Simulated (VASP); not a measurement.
Method: r2SCAN meta-GGA, VASP's PBE PAW potentials (set 64) (plane waves; VASP).

A VASP calculation is set up with these files.

**POSCAR**
```
TiAl
1
    0.0000000000     3.2447090000     3.2447090000
    3.2447090000     0.0000000000     3.2447090000
    3.2447090000     3.2447090000     0.0000000000
Ti Al
1 1
Direct
  0.0000000000   0.0000000000   0.0000000000
  0.2500000000   0.2500000000   0.2500000000
```

**KPOINTS**
```
Automatic mesh
0
Gamma
9 9 9
0 0 0
```

**INCAR**
```
SYSTEM = TiAl
PREC = Accurate
ENCUT = 400
EDIFF = 1E-6
NELM = 100
ALGO = Normal
LREAL = .FALSE.
LASPH = .TRUE.
ISMEAR = 1
SIGMA = 0.1
METAGGA = R2SCAN
LMIXTAU = .TRUE.
LMAXMIX = 4
LWAVE = .FALSE.
LCHARG = .FALSE.
IBRION = 2
ISIF = 3
NSW = 60
EDIFFG = -0.01
```

POTCAR, in this order: Ti_sv Al (PBE.64 set). Program: vasp_std.

The run wrote:

OSZICAR:
```
       N       E                     dE             d eps       ncg     rms          rms(c)
DAV:   1     0.624740358292E+02    0.62474E+02   -0.63216E+03   778   0.103E+03
DAV:   2    -0.154029213846E+02   -0.77877E+02   -0.76323E+02   794   0.278E+02
DAV:   3    -0.216676050147E+02   -0.62647E+01   -0.61178E+01  1382   0.743E+01
DAV:   4    -0.218797204276E+02   -0.21212E+00   -0.20900E+00   992   0.124E+01
DAV:   5    -0.218933889256E+02   -0.13668E-01   -0.13652E-01  1168   0.286E+00    0.907E+00
DAV:   6    -0.179508314859E+02    0.39426E+01   -0.39891E+01  1246   0.600E+01    0.898E+00
DAV:   7    -0.162793537963E+02    0.16715E+01   -0.15314E+01  1239   0.297E+01    0.249E+00
DAV:   8    -0.163520540218E+02   -0.72700E-01   -0.12294E+00  1120   0.747E+00    0.126E+00
DAV:   9    -0.161367948000E+02    0.21526E+00   -0.11827E+00  1186   0.859E+00    0.227E+00
DAV:  10    -0.163531803282E+02   -0.21639E+00   -0.32667E-01   938   0.547E+00    0.143E+00
DAV:  11    -0.163286052128E+02    0.24575E-01   -0.14875E-01  1206   0.244E+00    0.565E-01
DAV:  12    -0.162954016968E+02    0.33204E-01   -0.12832E-02  1000   0.110E+00    0.424E-01
DAV:  13    -0.163329051368E+02   -0.37503E-01   -0.43990E-02  1151   0.173E+00    0.441E-02
DAV:  14    -0.163312637862E+02    0.16414E-02   -0.85894E-03   931   0.889E-01    0.416E-02
DAV:  15    -0.163319306460E+02   -0.66686E-03   -0.53982E-04  1145   0.178E-01    0.607E-02
DAV:  16    -0.163318965994E+02    0.34047E-04   -0.25335E-05  1199   0.360E-02    0.680E-02
DAV:  17    -0.163344764173E+02   -0.25798E-02   -0.14635E-03   835   0.340E-01    0.201E-02
DAV:  18    -0.163346121817E+02   -0.13576E-03   -0.15416E-04  1137   0.106E-01    0.489E-03
DAV:  19    -0.163346231141E+02   -0.10932E-04   -0.78497E-06   890   0.296E-02    0.459E-03
DAV:  20    -0.163346192734E+02    0.38407E-05   -0.44219E-06  1066   0.212E-02    0.816E-03
DAV:  21    -0.163346234140E+02   -0.41406E-05   -0.37567E-06   948   0.196E-02    0.453E-03
DAV:  22    -0.163346232461E+02    0.16790E-06   -0.51781E-07   448   0.744E-03
   1 F= -.16334623E+02 E0= -.16334553E+02  d E =-.163346E+02
       N       E                     dE             d eps       ncg     rms          rms(c)
DAV:   1    -0.250070601769E+02   -0.86724E+01   -0.16400E+02   928   0.176E+02    0.213E+01
DAV:   2    -0.173925623326E+02    0.76145E+01   -0.46617E+01  1154   0.835E+01    0.644E+00
DAV:   3    -0.166741143033E+02    0.71845E+00   -0.77464E+00   958   0.244E+01    0.424E+00
DAV:   4    -0.165450121863E+02    0.12910E+00   -0.33554E+00  1003   0.187E+01    0.243E+00
DAV:   5    -0.165476123855E+02   -0.26002E-02   -0.63054E-01  1041   0.764E+00    0.590E-01
DAV:   6    -0.165989222750E+02   -0.51310E-01   -0.59573E-02   970   0.212E+00    0.323E-01
DAV:   7    -0.166057773444E+02   -0.68551E-02   -0.78879E-02  1141   0.244E+00    0.391E-01
DAV:   8    -0.166134233336E+02   -0.76460E-02   -0.10500E-02   906   0.100E+00    0.204E-01
DAV:   9    -0.166133362826E+02    0.87051E-04   -0.31944E-03   971   0.491E-01    0.848E-02
DAV:  10    -0.166137283610E+02   -0.39208E-03   -0.21592E-03  1189   0.540E-01    0.612E-02
DAV:  11    -0.166137797181E+02   -0.51357E-04   -0.16013E-04   904   0.159E-01    0.282E-02
DAV:  12    -0.166137494263E+02    0.30292E-04   -0.53434E-05   967   0.608E-02    0.212E-02
DAV:  13    -0.166137708067E+02   -0.21380E-04   -0.14544E-05   889   0.443E-02    0.107E-02
DAV:  14    -0.166137763289E+02   -0.55222E-05   -0.11267E-05  1017   0.279E-02    0.555E-03
DAV:  15    -0.166137760743E+02    0.25455E-06   -0.69119E-06  1110   0.256E-02
   2 F= -.16613776E+02 E0= -.16613967E+02  d E =-.279153E+00
       N       E                     dE             d eps       ncg     rms          rms(c)
DAV:   1    -0.168098556802E+02   -0.19608E+00   -0.33812E+00  1058   0.267E+01    0.367E+00
DAV:   2    -0.166925990283E+02    0.11726E+00   -0.24045E+00  1062   0.158E+01    0.172E+00
DAV:   3    -0.166161346341E+02    0.76464E-01   -0.47617E-01  1016   0.592E+00    0.442E-01
DAV:   4    -0.166158038076E+02    0.33083E-03   -0.28295E-02   869   0.155E+00    0.144E-01
DAV:   5    -0.166164641551E+02   -0.66035E-03   -0.68240E-03   884   0.817E-01    0.112E-01
DAV:   6    -0.166188161814E+02   -0.23520E-02   -0.40339E-03   955   0.521E-01    0.101E-01
DAV:   7    -0.166190661709E+02   -0.24999E-03   -0.62514E-04  1041   0.238E-01    0.261E-02
DAV:   8    -0.166190852948E+02   -0.19124E-04   -0.16379E-04   854   0.134E-01    0.223E-02
DAV:   9    -0.166191245485E+02   -0.39254E-04   -0.19026E-04   943   0.131E-01    0.610E-03
DAV:  10    -0.166191219127E+02    0.26358E-05   -0.15597E-05   903   0.470E-02    0.412E-03
DAV:  11    -0.166191249137E+02   -0.30010E-05   -0.11504E-06   580   0.113E-02    0.160E-03
DAV:  12    -0.166191267762E+02   -0.18625E-05   -0.79763E-07   418   0.125E-02    0.983E-04
DAV:  13    -0.166191267228E+02    0.53371E-07   -0.18376E-07   400   0.622E-03
   3 F= -.16619127E+02 E0= -.16619313E+02  d E =-.284503E+00
       N       E                     dE             d eps       ncg     rms          rms(c)
DAV:   1    -0.166247023908E+02   -0.55756E-02   -0.98992E-02  1065   0.460E+00    0.633E-01
DAV:   2    -0.166211770053E+02    0.35254E-02   -0.72973E-02  1067   0.273E+00    0.280E-01
DAV:   3    -0.166190370943E+02    0.21399E-02   -0.12275E-02   997   0.970E-01    0.678E-02
DAV:   4    -0.166190488772E+02   -0.11783E-04   -0.72325E-04   863   0.243E-01    0.227E-02
DAV:   5    -0.166190659643E+02   -0.17087E-04   -0.25582E-04   888   0.150E-01    0.224E-02
DAV:   6    -0.166191425357E+02   -0.76571E-04   -0.84455E-05   914   0.820E-02    0.192E-02
DAV:   7    -0.166191569076E+02   -0.14372E-04   -0.35372E-05  1061   0.606E-02    0.304E-03
DAV:   8    -0.166191602755E+02   -0.33679E-05   -0.77986E-06   843   0.311E-02    0.254E-03
DAV:   9    -0.166191596688E+02    0.60673E-06   -0.16542E-06   617   0.141E-02
   4 F= -.16619160E+02 E0= -.16619341E+02  d E =-.284536E+00
```

OUTCAR:
```
------------------------ aborting loop because EDIFF is reached ----------------------------------------
  FORCE on cell =-STRESS in cart. coord.  units (eV):
  Direction    XX          YY          ZZ          XY          YZ          ZX
  --------------------------------------------------------------------------------------
  Total        0.0158492      0.0158492      0.0158492      0.0000000     -0.0000000      0.0000000
  in kB        0.4622054      0.4622054      0.4622054      0.0000000     -0.0000000      0.0000000
  external PRESSURE =       0.4622054 kB  Pullay stress =       0.0000000 kB
  volume of cell :       54.94
      direct lattice vectors                 reciprocal lattice vectors
     0.000000000  3.017294326  3.017294326    -0.165711378  0.165711378  0.165711378
     3.017294326  0.000000000  3.017294326     0.165711378 -0.165711378  0.165711378
     3.017294326  3.017294326  0.000000000     0.165711378  0.165711378 -0.165711378
 POSITION                                       TOTAL-FORCE (eV/Angst)
 -----------------------------------------------------------------------------------
      3.01729      6.03459      3.01729         0.000000      0.000000      0.000000
      1.50865      1.50865      1.50865        -0.000000     -0.000000     -0.000000
 -----------------------------------------------------------------------------------
    total drift:                                0.000002      0.000002      0.000002
  FREE ENERGIE OF THE ION-ELECTRON SYSTEM (eV)
  ---------------------------------------------------
  free  energy   TOTEN  =       -16.6191596688 eV

  energy  without entropy=      -16.6197032255  energy(sigma->0) =      -16.61934085

 reached required accuracy - stopping structural energy minimisation
```
(Selected blocks of OUTCAR.)

File CONTCAR:
```
TiAl
   1.00000000000000
     0.0000000000000000    3.0172943264783529    3.0172943264783529
     3.0172943264783529    0.0000000000000000    3.0172943264783529
     3.0172943264783529    3.0172943264783529    0.0000000000000000
  Ti              Al
     1     1
Direct
     1.0000000000000000    0.0000000000000000    1.0000000000000000
     0.2500000000000000    0.2500000000000000    0.2500000000000000
```

OUTCAR:
```
 val. band max:        3.2658742687   @ k =   0.4444   0.2222   0.0000

 cond. band min:       3.2978144495   @ k =  -0.3333   0.2222   0.0000


 Fermi energy:         3.2933224987

 k-point     1 :       0.0000    0.0000    0.0000
  band No.  band energies     occupation
      1     -56.0443      2.00000
      2     -31.2786      2.00000
      3     -31.2786      2.00000
      4     -31.2785      2.00000
      5      -3.3366      2.00000
      6       2.7977      2.00000
      7       2.7978      2.00000
      8       2.7978      2.00000
      9       4.4525     -0.00000
     10       4.4525     -0.00000
     11      10.2482      0.00000

 k-point     2 :       0.1111    0.0000    0.0000
  band No.  band energies     occupation
      1     -56.0442      2.00000
      2     -31.2800      2.00000
      3     -31.2788      2.00000
      4     -31.2787      2.00000
      5      -3.1881      2.00000
      6       2.6722      2.00000
      7       2.8436      2.00000
      8       2.8436      2.00000
      9       4.4261     -0.00000
     10       4.4261     -0.00000
     11       8.5720      0.00000

 k-point     3 :       0.2222    0.0000    0.0000
  band No.  band energies     occupation
      1     -56.0440      2.00000
      2     -31.2837      2.00000
      3     -31.2794      2.00000
      4     -31.2793      2.00000
      5      -2.7612      2.00000
      6       2.3206      2.00000
      7       2.9469      2.00001
      8       2.9469      2.00001
      9       4.3997     -0.00000
     10       4.3998     -0.00000
     11       6.8008      0.00000

 k-point     4 :       0.3333    0.0000    0.0000
  band No.  band energies     occupation
      1     -56.0437      2.00000
      2     -31.2879      2.00000
      3     -31.2801      2.00000
      4     -31.2800      2.00000
      5      -2.1312      2.00000
      6       1.7845      2.00000
      7       3.0287      2.00118
      8       3.0288      2.00118
      9       4.4656     -0.00000
...
```

Energy and stress use the plane-wave basis of the starting cell.

The structure was generated: TiAl was put into the zinc blende type (F-43m), which need not be its known phase. This run relaxes it. Symmetry was kept, so distortions that lower it aren't found. The electron count is odd and the run is not spin-polarised, which forces a metal.
